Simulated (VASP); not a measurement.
Consider the following.

```xyz
2
Lattice="2.7002 0.0000 0.0000 0.0000 2.7002 0.0000 0.0000 0.0000 3.7235" Properties=species:S:1:pos:R:3 pbc="T T T"
Fe     0.0000     0.0000     0.0000
Pt     1.3501     1.3501     1.8617
```
Starting moments (μB, in the order of the record's atoms Fe Pt): 2.9 0.3.

These are PBE GGA with D3 dispersion (Becke-Johnson damping), VASP's PBE PAW potentials (set 64) (plane waves; VASP) values and carry that method's errors. Run with 520 eV cut-off, 15×15×11 Γ-centred mesh, tetrahedra with Blöchl corrections, potentials Fe Pt.

Unless said otherwise, spin-orbit coupling is left out, though it shifts the bands of the heavy elements here.

Question: Tabulate the total density of states (states/eV per cell) against energy (eV; zero at the valence-band maximum or, without a gap, the Fermi level).

Answer: 
```
E (eV) | DOS (states/eV)
    -9.91 |  0.00
    -9.70 |  0.00
    -9.59 |  0.02
    -9.37 |  0.06
    -9.26 | # 0.08
    -9.04 | # 0.11
    -8.94 | # 0.12
    -8.72 | # 0.14
    -8.61 | # 0.16
    -8.39 | # 0.18
    -8.18 | # 0.21
    -8.07 | ## 0.23
    -7.85 | ## 0.28
    -7.74 | ## 0.30
    -7.53 | ## 0.32
    -7.42 | ## 0.34
    -7.20 | ### 0.37
    -7.09 | ### 0.40
    -6.87 | #### 0.51
    -6.66 | ##### 0.72
    -6.55 | ###### 0.92
    -6.33 | ######### 1.25
    -6.22 | ########### 1.50
    -6.01 | ############## 1.95
    -5.90 | ############## 1.99
    -5.68 | ################## 2.51
    -5.57 | ################### 2.66
    -5.36 | ##################### 2.91
    -5.14 | ################ 2.31
    -5.03 | ################# 2.34
    -4.81 | ###################### 3.06
    -4.70 | ################## 2.61
    -4.49 | ############### 2.14
    -4.38 | ################ 2.21
    -4.16 | ################ 2.26
    -4.05 | ################## 2.52
    -3.84 | #################### 2.76
    -3.62 | ################## 2.48
    -3.51 | ################# 2.47
    -3.29 | ######################### 3.53
    -3.19 | ########################## 3.62
    -2.97 | ####################### 3.21
    -2.86 | ####################### 3.25
    -2.64 | ####################### 3.19
    -2.42 | ######################### 3.48
    -2.32 | ############################## 4.25
    -2.10 | #################### 2.82
    -1.99 | ################### 2.74
    -1.77 | ################### 2.66
    -1.67 | ############## 1.95
    -1.45 | ################## 2.51
    -1.34 | ################### 2.65
    -1.12 | ######################### 3.48
    -0.91 | ################## 2.58
    -0.80 | ###################### 3.15
    -0.58 | ####################### 3.31
    -0.47 | ##################### 3.01
    -0.26 | ############ 1.69
    -0.15 | ########### 1.49
     0.07 | ######### 1.21
     0.18 | ######## 1.14
     0.40 | ########## 1.35
     0.61 | ################# 2.39
     0.72 | ################### 2.73
     0.94 | ################# 2.44
     1.05 | #################### 2.84
     1.26 | ################ 2.19
     1.37 | ################# 2.35
     1.59 | ################### 2.74
     1.70 | ############ 1.74
     1.92 | ##### 0.72
     2.13 | ###### 0.80
     2.24 | ##### 0.69
     2.46 | #### 0.61
     2.57 | #### 0.60
     2.78 | #### 0.60
     2.89 | #### 0.59
     3.11 | #### 0.61
     3.22 | #### 0.59
     3.44 | #### 0.58
```
Within 2 eV below the Fermi level the largest weight inside VASP's projection spheres is Fe d, then Pt d.

The compound is FePt in the L1_0 structure. It was relaxed first.
